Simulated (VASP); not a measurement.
Wanted: the native input for a VASP 6.6.1 run.

```
Task                   : relaxation of cell and atoms
Functional             : PBE
Potentials or basis    : VASP PAW PBE potentials, release 64 (Ta_pv, Si, O)
Cutoff                 : 600 eV
k mesh                 : 8 × 8 × 8
Occupations            : gaussian, width 0.1 eV
Spin                   : no spin polarisation
Dipole correction      : no
Further INCAR settings : ALGO = Fast; EDIFF = 1e-07; IBRION = 2; EDIFFG = -0.01; NSW = 100; ISIF = 3
```

The structure of Ta3SiO4 lies in POSCAR:

```
Ta3SiO4
1.0
    4.5130348583      0.0000000000      0.0000000000
    0.0000000000      4.5130348583      0.0000000000
    0.0000000000      0.0000000000      4.5130348583
Ta Si O
3 1 4
Direct
    0.0000000000      0.5000000000      0.5000000000
    0.5000000000      0.0000000000      0.5000000000
    0.5000000000      0.5000000000      0.0000000000
    0.0000000000      0.0000000000      0.0000000000
    0.5000000000      0.0000000000      0.0000000000
    0.5000000000      0.5000000000      0.5000000000
    0.0000000000      0.0000000000      0.5000000000
    0.0000000000      0.5000000000      0.0000000000
```

The cell was built by a generator and needn't be a form met in nature.

The cell isn't the ideal one: species swapped into the Mg3CuO4 type (Pm-3m, No. 221).

The input as run:

INCAR

```
SYSTEM = Ta3SiO4
PREC = Accurate
ENCUT = 600
EDIFF = 1E-7
ISMEAR = 0
SIGMA = 0.1
LREAL = .False.
LASPH = .True.
NELM = 100
ALGO = Fast
ISIF = 3
LWAVE = .False.
LCHARG = .False.
GGA = PE
IBRION = 2
NSW = 100
EDIFFG = -0.01
```

KPOINTS

```
regular mesh
0
Gamma
  8 8 8
  0 0 0
```

Potentials or basis: VASP PAW PBE potentials, release 64 (Ta_pv, Si, O).

Launch:

```bash
$ cat potpaw_PBE.64/Ta_pv/POTCAR potpaw_PBE.64/Si/POTCAR potpaw_PBE.64/O/POTCAR > POTCAR
$ mpirun -np 1 vasp_std > vasp.out
```

Results of the run:

```json
{
  "Relaxed volume": "11.42 Å³/atom",
  "Relaxed cell": "a = 4.504 Å, b = 4.504 Å, c = 4.504 Å, α = 90.00°, β = 90.00°, γ = 90.00°",
  "Space group after relaxing (to 0.05 Å)": "Pm-3m (No. 221)",
  "Energy gained by relaxing": "0.3 meV/atom",
  "Ionic steps": "3",
  "Pressure after relaxing": "0.0 GPa",
  "Band gap on the k mesh": "none (metal or under the smearing width)"
}
```

Caveat: an odd number of electrons without spin polarisation forces a metal; a magnetic or distorted state may lie lower.

Run time: 3.6 min on 1 thread of Intel(R) Xeon(R) 6975P-C (Granite Rapids) (shared host), peak memory 0.29 GiB.
